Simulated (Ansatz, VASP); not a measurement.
# Ge3H in two plane-wave programs, part 2 of 2

One calculation is typed for both programs; each brings its own data sets. How far apart do they land? The cell is taken from a series of runs on this material, whose earlier steps may have relaxed, scaled, displaced or heated it; both programs get it as it stands.

VASP 6.6.1 and Ansatz 0.2.0.

So far: Set-up; Ansatz: single point, PBEsol, spin-orbit coupling.

**3. VASP: single point, PBEsol, spin-orbit coupling**

Level of this step: PBEsol, spin-orbit coupling; plane waves and PAW (Ge_d, H) (VASP).

The same cell, functional, mesh and smearing now go to VASP, with its own data sets.

Lines of VASP's logs that name or quote its potential files are left out, and so is its time.

Input file INCAR:

```
SYSTEM = Ge3H
PREC = Accurate
ENCUT = 410
EDIFF = 1E-06
NELM = 200
ISMEAR = -1
SIGMA = 0.02
LREAL = .FALSE.
ALGO = Normal
GGA = PS
LNONCOLLINEAR = .TRUE.
MAGMOM = 0 0 0 0 0 0 0 0 0 0 0 0 0 0 0 0 0 0 0 0 0 0 0 0
NBANDS = 106
GGA_COMPAT = .FALSE.
LASPH = .TRUE.
LSORBIT = .TRUE.
LORBIT = 11
LWAVE = .FALSE.
LCHARG = .FALSE.
ISIF = 2
LDIPOL = .TRUE.
IDIPOL = 3
DIPOL = 0.5 0.5 0.5
LVHAR = .TRUE.
EFERMI = MIDGAP
NELMDL = -8
KPAR = 2
```

Input file POSCAR:

```
Ge3H
1.0
    4.0008101680      0.0000000000      0.0000000000
   -2.0004050840      3.4648032412      0.0000000000
    0.0000000000      0.0000000000     43.9000000000
Ge H
6 2
Direct
    0.3333333333      0.6666666667      0.4172375735
    1.0000000000      0.0000000000      0.4350418714
    1.0000000000      0.0000000000      0.4906877704
    0.6666666666      0.3333333334      0.5093122296
    0.6666666666      0.3333333334      0.5649581286
    0.3333333333      0.6666666667      0.5827624265
    0.3333333333      0.6666666667      0.3818705692
    0.3333333333      0.6666666667      0.6181294308
```

Input file KPOINTS:

```
Automatic mesh
0
Gamma
6 6 1
0 0 0
```

PAW data sets: Ge_d and H (PBE family, release 64).

Command:

```
mpirun -np 2 vasp_ncl
```

Numbers of over 12 decimals in the logs are rounded to 6 here.

Log:

```text
[banner, memory and clock lines left out]
running    2 mpi-ranks, on    1 nodes
 distrk:  each k-point on    1 cores,    2 groups
 distr:  one band on    1 cores,    1 groups

 POSCAR found type information on POSCAR GeH
 POSCAR found :  2 types and       8 ions
|                                                                             |
|               ----> ADVICE to this user running VASP <----                  |
|                                                                             |
|     You enforced a specific xc type in the INCAR file but a different       |
|     [... a line on the potential file left out ...]
|     I HOPE YOU KNOW WHAT YOU ARE DOING!                                     |
|                                                                             |

 LDA part: xc-table for (Slater+PW92), standard interpolation
 POSCAR, INCAR and KPOINTS ok, starting setup
 FFT: planning ... GRIDC
 FFT: planning ... GRID_SOFT
 FFT: planning ... GRID
 WAVECAR not read
 entering main loop
       N       E                     dE             d eps       ncg     rms          rms(c)
DAV:   1     0.765991274737E+03    0.76599E+03   -0.39409E+04  1812   0.202E+03
DAV:   2     0.910459920086E+02   -0.67495E+03   -0.65152E+03  1972   0.477E+02
DAV:   3    -0.281076281181E+02   -0.11915E+03   -0.11750E+03  2106   0.197E+02
DAV:   4    -0.361981526274E+02   -0.80905E+01   -0.80372E+01  1696   0.596E+01
DAV:   5    -0.365570183694E+02   -0.35887E+00   -0.35860E+00  2216   0.121E+01
DAV:   6    -0.365623529944E+02   -0.53346E-02   -0.53329E-02  2056   0.135E+00
DAV:   7    -0.365625679558E+02   -0.21496E-03   -0.21494E-03  2232   0.254E-01
DAV:   8    -0.365625765994E+02   -0.86436E-05   -0.86433E-05  2160   0.449E-02    0.692E+00
DAV:   9    -0.359246946304E+02    0.63788E+00   -0.20769E-01  1712   0.487E+00    0.398E+00
DAV:  10    -0.356251295611E+02    0.29957E+00   -0.74082E-01  1648   0.761E+00    0.659E-01
DAV:  11    -0.356272136350E+02   -0.20841E-02   -0.98362E-02  1734   0.470E+00    0.411E-01
DAV:  12    -0.356254706296E+02    0.17430E-02   -0.15598E-02  1896   0.147E+00    0.241E-01
DAV:  13    -0.356258343131E+02   -0.36368E-03   -0.73743E-03  1662   0.268E+00    0.101E-01
DAV:  14    -0.356259780664E+02   -0.14375E-03   -0.16428E-03  2320   0.125E+00    0.464E-02
[...]
DAV:  22    -0.356263151107E+02   -0.51992E-04   -0.10322E-06  1240   0.327E-02    0.157E-03
DAV:  23    -0.356263876219E+02   -0.72511E-04   -0.37226E-06  1174   0.266E-02    0.126E-03
DAV:  24    -0.356264082456E+02   -0.20624E-04   -0.57498E-07  1152   0.148E-02    0.908E-04
DAV:  25    -0.356264392905E+02   -0.31045E-04   -0.11995E-06  1156   0.941E-03    0.649E-04
DAV:  26    -0.356264460695E+02   -0.67789E-05   -0.30070E-07  1144   0.955E-03    0.525E-04
DAV:  27    -0.356264516041E+02   -0.55346E-05   -0.10948E-07  1098   0.576E-03    0.251E-04
DAV:  28    -0.356264546816E+02   -0.30776E-05   -0.96976E-08  1068   0.432E-03    0.185E-04
DAV:  29    -0.356264554879E+02   -0.80627E-06   -0.37922E-08  1072   0.186E-03
   1 F= -.35626455E+02 E0= -.35626455E+02  d E =-.143783E-05  mag=     0.0000     0.0000    -0.0000
```

OUTCAR, selected parts (step 3):

```text
ion  position               nearest neighbor table
   1  0.333  0.667  0.417-   7 1.55   2 2.44   2 2.44   2 2.44
   2  0.000  0.000  0.435-   1 2.44   1 2.44   1 2.44   3 2.44
   3  0.000  0.000  0.491-   2 2.44   4 2.45   4 2.45   4 2.45
   4  0.667  0.333  0.509-   5 2.44   3 2.45   3 2.45   3 2.45
   5  0.667  0.333  0.565-   6 2.44   6 2.44   6 2.44   4 2.44
   6  0.333  0.667  0.583-   8 1.55   5 2.44   5 2.44   5 2.44
   7  0.333  0.667  0.382-   1 1.55
   8  0.333  0.667  0.618-   6 1.55

  LATTYP: Found a hexagonal cell.
 ALAT       =     4.0008101680
 C/A-ratio  =    10.9727775517

 Subroutine GETGRP returns: Found 12 space group operations
 (whereof  6 operations were pure point group operations)

The static configuration has the point symmetry C_3v.
 The point group associated with its full space group is D_3d.

 Found      7 irreducible k-points:

   k-points           NKPTS =      7   k-points in BZ     NKDIM =      7   number of bands    NBANDS=    106

   dimension x,y,z NGX =    28 NGY =   28 NGZ =  294
   dimension x,y,z NGXF=    56 NGYF=   56 NGZF=  588

   ENCUT  =  410.0 eV  30.13 Ry    5.49 a.u.   6.61  6.61 72.48*2*pi/ulx,y,z

   NELECT =      86.0000    total number of electrons

 k-points in reciprocal lattice and weights: Automatic mesh
   0.00000000  0.00000000  0.00000000       0.028
   0.16666667 -0.00000000  0.00000000       0.167
   0.33333333  0.00000000  0.00000000       0.167
   0.50000000  0.00000000  0.00000000       0.083
   0.16666667  0.16666667  0.00000000       0.167
   0.33333333  0.16666667  0.00000000       0.333
   0.33333333  0.33333333  0.00000000       0.056

 dipolmoment           0.000000      0.000000     -0.000001 electrons x Angstroem

 average (electrostatic) potential at core
       1 -81.0552       2 -81.0780       3 -81.0894       4 -81.0894       5 -81.0780
       6 -81.0552       7 -38.6459       8 -38.6460

 E-fermi :  -2.0391

 k-point     1 :       0.0000    0.0000    0.0000
  band No.  band energies     occupation
    ...
     82      -2.8016      1.00000
     83      -2.4192      1.00000
     84      -2.4192      1.00000
     85      -2.2334      0.99994
     86      -2.2334      0.99994
     87      -1.8449      0.00006
     88      -1.8449      0.00006
     89      -1.4849      0.00000
     90      -1.4849      0.00000
     91      -1.4408      0.00000
    ...

 k-point     2 :       0.1667   -0.0000    0.0000
  band No.  band energies     occupation
    ...
     82      -3.5293      1.00000
     83      -3.4136      1.00000
     84      -3.4136      1.00000
     85      -2.7821      1.00000
     86      -2.7821      1.00000
     87      -0.5399      0.00000
     88      -0.5399      0.00000
     89      -0.4355      0.00000
     90      -0.4355      0.00000
     91      -0.3234      0.00000
    ...

 k-point     3 :       0.3333    0.0000    0.0000
  band No.  band energies     occupation
    ...
     82      -4.1616      1.00000
     83      -4.0261      1.00000
     84      -4.0261      1.00000
     85      -3.4862      1.00000
     86      -3.4862      1.00000
     87      -1.1332      0.00000
     88      -1.1332      0.00000
     89      -0.9464      0.00000
     90      -0.9464      0.00000
     91      -0.6275      0.00000
    ...

  Total       -0.1656180     -0.1656180     -0.5200999     -0.0000000      0.0000000      0.0000000
  in kB       -0.4360409     -0.4360409     -1.3693242     -0.0000000      0.0000000      0.0000000
  external PRESSURE =      -0.7471353 kB  Pullay stress =       0.0000000 kB

  energy-cutoff  :      410.00
  volume of cell :      608.54
      direct lattice vectors                 reciprocal lattice vectors
     4.000810168  0.000000000  0.000000000     0.249949375  0.144308339  0.000000000
    -2.000405084  3.464803241  0.000000000     0.000000000  0.288616678  0.000000000
     0.000000000  0.000000000 43.900000000     0.000000000  0.000000000  0.022779043

 POSITION                                       TOTAL-FORCE (eV/Angst)
 -----------------------------------------------------------------------------------
     -0.00000      2.30987     18.31673         0.000000     -0.000000     -0.014183
      0.00000      0.00000     19.09834        -0.000000      0.000000      0.010083
      0.00000      0.00000     21.54119         0.000000      0.000000     -0.005905
      2.00041      1.15493     22.35881        -0.000000     -0.000000      0.005905
      2.00041      1.15493     24.80166         0.000000     -0.000000     -0.010083
     -0.00000      2.30987     25.58327        -0.000000      0.000000      0.014183
     -0.00000      2.30987     16.76412         0.000000     -0.000000      0.011582
     -0.00000      2.30987     27.13588         0.000000      0.000000     -0.011582
 -----------------------------------------------------------------------------------
    total drift:                               -0.000000      0.000000     -0.000153

  FREE ENERGIE OF THE ION-ELECTRON SYSTEM (eV)
  ---------------------------------------------------
  free  energy   TOTEN  =       -35.6264554879 eV

  energy  without entropy=      -35.6264540501  energy(sigma->0) =      -35.62645477

 vacuum level on the upper side and lower side of the slab         2.069         2.069

 Spin-Orbit-Coupling matrix elements
 Ion:    1  E_soc:     -0.0179075
 Ion:    2  E_soc:     -0.0181128
 Ion:    3  E_soc:     -0.0180714
 Ion:    4  E_soc:     -0.0180714
 Ion:    5  E_soc:     -0.0181128
 Ion:    6  E_soc:     -0.0179075
 Ion:    7  E_soc:      0.0000001
 Ion:    8  E_soc:      0.0000001

 total charge
# of ion       s       p       d       tot
------------------------------------------
    1        1.104   1.338  10.037  12.479
    2        1.114   1.290  10.023  12.427
    3        1.119   1.272  10.024  12.415
    4        1.119   1.272  10.024  12.415
    5        1.114   1.290  10.023  12.427
    6        1.104   1.338  10.037  12.479
    7        0.525   0.012   0.000   0.537
    8        0.525   0.012   0.000   0.537
--------------------------------------------------
tot          7.724   7.823  60.169  75.716

 magnetization (x)
# of ion       s       p       d       tot
------------------------------------------
    1        0.000   0.000   0.000   0.000
    2        0.000   0.000   0.000   0.000
    3        0.000  -0.000   0.000  -0.000
    4       -0.000   0.000   0.000  -0.000
    5        0.000   0.000  -0.000   0.000
    6        0.000   0.000   0.000   0.000
    7        0.000   0.000   0.000   0.000
    8        0.000   0.000   0.000   0.000
--------------------------------------------------
tot          0.000  -0.000  -0.000   0.000

 magnetization (y)
# of ion       s       p       d       tot
------------------------------------------
    1        0.000  -0.000  -0.000  -0.000
    2        0.000   0.000   0.000   0.000
    3        0.000  -0.000  -0.000  -0.000
    4        0.000  -0.000   0.000  -0.000
    5        0.000   0.000   0.000   0.000
    6        0.000  -0.000  -0.000  -0.000
    7        0.000  -0.000   0.000  -0.000
    8        0.000  -0.000   0.000  -0.000
--------------------------------------------------
tot          0.000  -0.000   0.000  -0.000

 magnetization (z)
# of ion       s       p       d       tot
------------------------------------------
    1       -0.000  -0.000  -0.000  -0.000
    2        0.000   0.000  -0.000   0.000
    3       -0.000   0.000   0.000   0.000
    4       -0.000  -0.000  -0.000  -0.000
    5       -0.000   0.000  -0.000   0.000
    6       -0.000   0.000  -0.000  -0.000
    7        0.000  -0.000   0.000  -0.000
    8        0.000  -0.000   0.000  -0.000
--------------------------------------------------
tot         -0.000   0.000  -0.000  -0.000

[... 3 further parts left out ...]
```

**4. Side by side**

Known differences besides the potentials themselves: spin-orbit coupling enters by fully relativistic files in Ansatz and inside the spheres in VASP; Ansatz cuts the interaction across the vacuum, VASP repeats the sheet with a dipole correction; the cutoff is 420 eV in Ansatz and 410 eV in VASP; Ansatz makes its cores anew for this functional, VASP keeps those of its PBE data sets. Total energies have different zeros and are not compared.

Both answers:

```csv
quantity,Ansatz,VASP,difference
gap on the k mesh (eV),0.382,0.389,-0.006
```

At this near-relaxed geometry the largest component of a force difference is 16 meV/Å. A gap on the mesh is an upper bound, since the band edges may lie between its points. With vacuum in the cell, a pressure given here is an average over mostly empty space and none of the material.

**5. What came out**

| Item | Value |
| --- | --- |
| difference in gap on the k mesh (single point, PBEsol, spin-orbit coupling) | -0.0062 eV |
| r.m.s. force difference (single point, PBEsol, spin-orbit coupling) | 6.1 meV/Å |

**Reading.** The r.m.s. force difference is 6.1 meV/Å (single point, PBEsol, spin-orbit coupling), within the 12 meV/Å picked in this series as the mark of a large difference. Such differences can come from data sets, numerical settings and the points named under the comparisons, not from the functional's error against experiment.

[Lines on the potential files, build, host, timing and source positions are cut from VASP's logs without a mark.]

[Logs are printed without paths, hosts, clocks, repeated set-up lines and the standing remarks that a program may print on its own settings, such as how far it seeks lower states.]

[Hosts, paths, dates, database ids (printed as entryN), source tags and the programs' standing remarks are cut or masked in the printed files.]
